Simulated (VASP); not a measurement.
Crystal: Pd.

```
Pd
1.0
    -1.54319    1.54319    1.54319
     1.54319   -1.54319    1.54319
     1.54319    1.54319   -1.54319
Pd
1
Direct
  0.00000 0.00000 0.00000
```

This isn't the form of Pd at room conditions, which is fcc.

| Item | Value |
| --- | --- |
| Program | VASP 6.6.1 |
| Task | relaxation of cell and atoms |
| Functional | LDA |
| Potentials or basis | VASP PAW LDA potentials, release 64 (Pd) |
| Cutoff | 600 eV |
| k mesh | 18 × 18 × 18 |
| Occupations | gaussian, width 0.1 eV |
| Spin | no spin polarisation |

At the start: pressure -6.1 GPa; volume 14.70 Å³/atom.

Question: Where does the relaxation end?

Answer: Over 4 steps the energy falls by 8.6 meV/atom and the volume is 14.26 Å³/atom (-3.0 %); space group Im-3m (No. 229, to 0.05 Å).

Step by step:
| step | energy change (eV) | largest force (eV/Å) | pressure (GPa) | volume (Å³) |
| --- | --- | --- | --- | --- |
| 1 | 0.0000 | 0.0000 | -6.13 | 14.70 |
| 2 | 0.0203 | 0.0000 | 13.40 | 13.54 |
| 3 | -0.0086 | 0.0000 | -0.12 | 14.27 |
| 4 | -0.0086 | 0.0000 | 0.00 | 14.26 |

Final structure:
```
Pd
1.0
    -1.52778    1.52778    1.52778
     1.52778   -1.52778    1.52778
     1.52778    1.52778   -1.52778
Pd
1
Direct
  0.00000 0.00000 0.00000
```
